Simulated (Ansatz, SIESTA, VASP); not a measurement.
# HfAu (P4/nmm, 4 atoms in the cell) computed with different codes at matched settings

Self-consistent single point.

```
HfAu
1.0
    3.48386     0.00000     0.00000
    0.00000     3.48386     0.00000
    0.00000     0.00000     6.32052
Hf Au
2 2
Direct
  0.00000   0.50000   0.85158
  0.50000   0.00000   0.14842
  0.00000   0.50000   0.37143
  0.50000   0.00000   0.62857
```

Shared settings, as Ansatz (a first-principles code) writes them: kpoints.mp_grid.grid = 8 8 4; magnetization.spin_orbit = true; scf.occupations.method = gaussian; scf.occupations.width = 0.1 eV. Potentials and cutoffs stand in the table.

```csv
code,model,pressure (GPa),largest force (eV/Å),cutoff
SIESTA,"GGA PBEsol with spin-orbit coupling, numerical atomic orbitals TZP, PseudoDojo PBEsol fully relativistic norm-conserving potentials (rewritten from UPF to PSML)",–,0.530,grid 300 Ry
VASP,"PBEsol, spin-orbit coupling, VASP's PBE PAW potentials (set 64)",-4.51,0.134,300 eV
Ansatz,"PBEsol with spin-orbit coupling, PAW files made with PBE",-3.71,0.125,default
```

Size of the force on each atom (eV/Å): Sizes of forces hide their directions.

```tsv
code	Hf1	Hf2	Au3	Au4
SIESTA	0.530	0.530	0.329	0.329
VASP	0.134	0.134	0.018	0.018
Ansatz	0.125	0.125	0.073	0.073
```

A dash marks a value that a program does not give, or that is left out as unsure.

The spread over the programs that give each value: pressure within 0.80 GPa; largest force within 0.405 eV/Å.

SIESTA uses small atom-centred bases, whose incompleteness enters pressures, forces and empty levels differently from a plane-wave cutoff. Ansatz's pressure is given at a fixed set of plane waves, as the other plane-wave codes print theirs; with its correction for the finite basis it is -3.55 GPa. In the force vectors, SIESTA (by 0.400) lies more than 0.08 eV/Å from the median of the plane-wave programs.

VASP's run is marked for a possible Pulay error in its stress at this cutoff; no cutoff test was made.

The starting cell comes from a database of computed structures (which also holds hypothetical and non-ambient phases and stackings), without a prior relaxation at this level.

Left out of this page: Elk (not drawn, or without a comparable value).

Keys are those of Ansatz 0.2.
